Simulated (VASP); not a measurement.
These are PBEsol GGA, VASP's PBE PAW potentials (set 64) (plane waves; VASP 6.6.1) values and carry that method's errors.

Input for VASP

### POSCAR
```
YbZn
1
    3.6290000000     0.0000000000     0.0000000000
    0.0000000000     3.6290000000     0.0000000000
    0.0000000000     0.0000000000     3.6290000000
Zn Yb
1 1
Direct
  0.5000000000   0.5000000000   0.5000000000
  0.0000000000   0.0000000000   0.0000000000
```

### INCAR
```
! general
SYSTEM  = YbZn
PREC    = Accurate
ENCUT   = 300   ! plane-wave cut-off (eV)
LREAL   = .FALSE.   ! projection in real space or not
LASPH   = .TRUE.

! electronic loop
EDIFF   = 1E-6   ! SCF stop (eV)
NELM    = 100
ALGO    = Normal   ! blocked Davidson
LMAXMIX = 6

! smearing
ISMEAR  = -1
SIGMA   = 0.1   ! width (eV)

! functional
GGA     = PS

! spin
ISPIN   = 2
MAGMOM  = 0.0 1.0

! ions
ISIF    = 2

! output
LWAVE   = .FALSE.
LCHARG  = .FALSE.
LORBIT  = 11
```

### KPOINTS
```
kpoints
0
G
7 7 7
```

POTCAR, in this order: Zn Yb (PBE.64 set). Program: vasp_std.

Output of the run:

### OSZICAR
```
       N       E                     dE             d eps       ncg     rms          rms(c)
DAV:   1     0.151799338574E+03    0.15180E+03   -0.10984E+04  2399   0.373E+03
DAV:   2     0.103156957555E+02   -0.14148E+03   -0.13784E+03  2127   0.359E+02
DAV:   3    -0.389051762645E+01   -0.14206E+02   -0.14055E+02  2218   0.968E+01
DAV:   4    -0.616589592240E+01   -0.22754E+01   -0.22658E+01  3522   0.303E+01
DAV:   5    -0.622672996715E+01   -0.60834E-01   -0.60785E-01  2569   0.575E+00    0.235E+01
DAV:   6    -0.673331629501E+01   -0.50659E+00   -0.46899E+00  2326   0.360E+01    0.245E+01
DAV:   7    -0.613259180246E+01    0.60072E+00   -0.17190E+00  2141   0.274E+01    0.110E+01
DAV:   8    -0.639366941021E+01   -0.26108E+00   -0.16499E+00  1994   0.221E+01    0.124E+01
DAV:   9    -0.608953993983E+01    0.30413E+00   -0.29396E-01  2302   0.118E+01    0.197E+00
DAV:  10    -0.608690357075E+01    0.26364E-02   -0.40787E-02  3072   0.212E+00    0.119E+00
DAV:  11    -0.608624726070E+01    0.65631E-03   -0.36997E-03  3040   0.561E-01    0.934E-01
DAV:  12    -0.608613736747E+01    0.10989E-03   -0.52864E-04  3014   0.357E-01    0.660E-01
DAV:  13    -0.608613434023E+01    0.30272E-05   -0.97431E-04  2583   0.751E-01    0.102E-01
DAV:  14    -0.608614325808E+01   -0.89179E-05   -0.22670E-04  2985   0.217E-01    0.881E-02
DAV:  15    -0.608614789379E+01   -0.46357E-05   -0.42300E-05  2135   0.284E-02    0.918E-02
DAV:  16    -0.608614762882E+01    0.26496E-06   -0.26081E-06  1860   0.330E-02
   1 F= -.60861476E+01 E0= -.60268570E+01  d E =-.118581E+00  mag=    -0.0078
```

OUTCAR:
```
------------------------ aborting loop because EDIFF is reached ----------------------------------------
  FORCE on cell =-STRESS in cart. coord.  units (eV):
  Direction    XX          YY          ZZ          XY          YZ          ZX
  --------------------------------------------------------------------------------------
  Total       -1.9196129     -1.9196129     -1.9196129      0.0000000      0.0000000      0.0000000
  in kB      -64.3521918    -64.3521918    -64.3521918      0.0000000      0.0000000      0.0000000
  external PRESSURE =     -64.3521918 kB  Pullay stress =       0.0000000 kB
  volume of cell :       47.79
      direct lattice vectors                 reciprocal lattice vectors
     3.629000000  0.000000000  0.000000000     0.275558005  0.000000000  0.000000000
     0.000000000  3.629000000  0.000000000     0.000000000  0.275558005  0.000000000
     0.000000000  0.000000000  3.629000000     0.000000000  0.000000000  0.275558005
 POSITION                                       TOTAL-FORCE (eV/Angst)
 -----------------------------------------------------------------------------------
      1.81450      1.81450      1.81450         0.000000      0.000000      0.000000
      0.00000      0.00000      0.00000         0.000000      0.000000      0.000000
 -----------------------------------------------------------------------------------
    total drift:                                0.000000      0.000000     -0.000000
  FREE ENERGIE OF THE ION-ELECTRON SYSTEM (eV)
  ---------------------------------------------------
  free  energy   TOTEN  =        -6.0861476288 eV

  energy  without entropy=       -5.9675664165  energy(sigma->0) =       -6.02685702

 total charge

# of ion       s       p       d       f       tot
--------------------------------------------------
    1        0.690   0.358   9.681   0.000  10.729
    2        2.184   5.999   0.343  13.534  22.061
--------------------------------------------------
tot          2.874   6.357  10.024  13.534  32.790

 magnetization (x)

# of ion       s       p       d       f       tot
--------------------------------------------------
    1        0.000   0.000  -0.000   0.000   0.000
    2       -0.000   0.000  -0.000  -0.004  -0.004
--------------------------------------------------
tot         -0.000   0.000  -0.000  -0.004  -0.004
```
(Selected blocks of OUTCAR.)

At this cut-off the stress carries a Pulay error, which pulls relaxed volumes low.

The structure comes from a measured YbZn entry of the Crystallography Open Database, whose conditions weren't checked. The cell was not relaxed at this level.
